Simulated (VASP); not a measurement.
Wanted: the native input for a VASP 6.6.1 run.

- Task: relaxation of cell and atoms
- Functional: rev-vdW-DF2
- Potentials or basis: VASP PAW PBE potentials, release 64 (Bi_d)
- Cutoff: 600 eV
- k mesh: 12 × 12 × 10
- Occupations: methfessel-paxton, width 0.1 eV
- Spin: no spin polarisation
- Further INCAR settings: ALGO = Normal; EDIFF = 1e-06; IBRION = 2; EDIFFG = -0.01; NSW = 90; ISIF = 3

The structure of Bi lies in POSCAR:

```
Bi
1.0
    2.2675000000      1.3091417400      3.9380000000
   -2.2675000000      1.3091417400      3.9380000000
    0.0000000000     -2.6182834700      3.9380000000
Bi
2
Direct
    0.2340000000      0.2340000000      0.2340000000
    0.7660000000      0.7660000000      0.7660000000
```

These files were run (other wordings do the same):

INCAR

```
SYSTEM = Bi
AGGAC    = 0.0          
ALGO     = Normal         ! electronic algorithm
EDIFF    = 1E-6           ! SCF threshold, eV
EDIFFG   = -0.01          ! ionic threshold
ENCUT    = 600            ! plane-wave cutoff, eV
GGA      = MK             ! functional
IBRION   = 2              ! ionic algorithm
ISIF     = 3              ! what is computed and relaxed
ISMEAR   = 1              ! smearing method
LASPH    = .True.         ! aspherical terms in the spheres
LCHARG   = .False.        ! write CHGCAR
LREAL    = .False.        ! projectors in reciprocal space
LUSE_VDW = .True.       
LWAVE    = .False.        ! write WAVECAR
NELM     = 80             ! most SCF steps
NSW      = 90             ! ionic steps
PARAM1   = 0.1234       
PARAM2   = 0.711357     
PREC     = Accurate       ! precision mode
SIGMA    = 0.1            ! smearing width, eV
ZAB_VDW  = -1.8867
```

KPOINTS

```
k-points
0
Gamma
  12 12 10
  0 0 0
```

Potentials or basis: VASP PAW PBE potentials, release 64 (Bi_d).

Command:

```sh
$ cat potpaw_PBE.64/Bi_d/POTCAR > POTCAR
$ mpirun -np 1 vasp_std > vasp.out
```

It gave:

The relaxed volume is 35.79 Å³/atom, the relaxed cell is a = 4.773 Å, b = 4.773 Å, c = 4.773 Å, α = 56.99°, β = 56.99°, γ = 56.99° and the space group after relaxing (to 0.05 Å) is R-3m (No. 166). The energy gained by relaxing is 4.4 meV/atom and the ionic steps are 14. The pressure after relaxing is 0.0 GPa. The largest force after relaxing is 0.009 eV/Å. The band gap on the k mesh is none (metal or under the smearing width).

Caveat: the PAW data sets were made with another functional, which shifts forces and pressure a little; spin-orbit coupling is left out, which moves the levels of the heavy elements.

It took 47 min on 1 thread of Intel(R) Xeon(R) 6975P-C (Granite Rapids) (shared host), peak memory 0.99 GiB.
